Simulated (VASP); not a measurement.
The system is Be3Te2Se.

```
Be Te Se
1.0
     4.47398    0.00000    0.00000
     0.00000    4.47398    0.00000
     0.00000    0.00000    7.29814
Be Te Se
3 2 1
Direct
  0.50000 0.50000 0.77992
  0.50000 0.50000 0.22008
  0.00000 0.00000 0.50000
  0.00000 0.50000 0.79408
  0.50000 0.00000 0.20592
  0.50000 0.50000 0.00000
```

The cell was built by a generator and needn't be a form met in nature.

* Program: VASP 6.6.1
* Task: relaxation of cell and atoms
* Functional: PBE
* Potentials or basis: VASP PAW PBE potentials, release 64 (Be, Te, Se)
* Cutoff: 520 eV
* k mesh: 3 × 3 × 2
* Occupations: gaussian, width 0.15 eV
* Spin: no spin polarisation

At the start: pressure 25.8 GPa; volume 24.35 Å³/atom.

Q: How do energy, volume and symmetry change on relaxing?

A: Over 24 steps the energy falls by 2051.3 meV/atom and the volume is 26.39 Å³/atom (+8.4 %); space group P-4m2 (No. 115, to 0.05 Å).

The path:
| step | energy change (eV) | largest force (eV/Å) | pressure (GPa) | volume (Å³) |
| --- | --- | --- | --- | --- |
| 1 | 0.0000 | 12.5904 | 25.77 | 146.08 |
| 2 | -4.1124 | 0.8375 | -5.62 | 241.47 |
| 3 | -6.0664 | 2.0907 | -1.45 | 187.36 |
| 4 | -6.0824 | 2.1623 | -1.16 | 185.82 |
| 5 | -6.0983 | 2.3965 | -0.02 | 181.11 |
| 6 | -6.0995 | 2.3495 | -0.19 | 181.85 |
| 7 | -6.6174 | 2.3400 | -0.89 | 182.47 |
| 8 | -8.0999 | 2.2046 | -2.46 | 184.14 |
| 9 | -9.9478 | 1.1965 | -2.99 | 186.66 |
| 10 | -10.4857 | 0.7516 | -2.37 | 179.97 |
| 11 | -10.9352 | 0.4845 | -0.43 | 168.69 |
| 12 | -11.0607 | 0.5844 | -0.80 | 168.36 |
| 13 | -11.2855 | 1.6783 | -1.37 | 166.89 |
| 14 | -11.4061 | 1.6825 | -0.97 | 164.91 |
| 15 | -11.7385 | 1.5307 | 0.37 | 158.88 |
| 16 | -12.0551 | 0.7417 | 4.17 | 146.47 |
| 17 | -12.1738 | 0.5067 | 3.22 | 148.33 |
| 18 | -12.2136 | 0.5681 | 1.92 | 151.13 |
| 19 | -12.2215 | 0.5486 | 2.26 | 150.37 |
| 20 | -12.2679 | 0.4245 | 1.31 | 153.16 |
| 21 | -12.2998 | 0.3162 | -0.09 | 157.87 |
| 22 | -12.3000 | 0.3291 | -0.17 | 158.25 |
| 23 | -12.3071 | 0.1164 | -0.02 | 158.32 |
| 24 | -12.3078 | 0.0796 | 0.07 | 158.34 |

Final structure:
```cif
data_structure
_symmetry_space_group_name_H-M 'P 1'
_symmetry_Int_Tables_number 1
_cell_length_a 4.1176
_cell_length_b 4.1176
_cell_length_c 9.3390
_cell_angle_alpha 90.000
_cell_angle_beta 90.000
_cell_angle_gamma 90.000
_cell_volume 158.34
loop_
_atom_site_label
_atom_site_type_symbol
_atom_site_fract_x
_atom_site_fract_y
_atom_site_fract_z
_atom_site_occupancy
Be1 Be 0.50000 0.50000 0.78784 1
Be2 Be 0.50000 0.50000 0.21216 1
Be3 Be 0.00000 0.00000 0.50000 1
Te1 Te 0.00000 0.50000 0.64863 1
Te2 Te 0.50000 0.00000 0.35137 1
Se1 Se 0.50000 0.50000 0.00000 1
```

Caveat: the k mesh is coarse (spacing up to 0.47 Å⁻¹), so the values aren't converged.
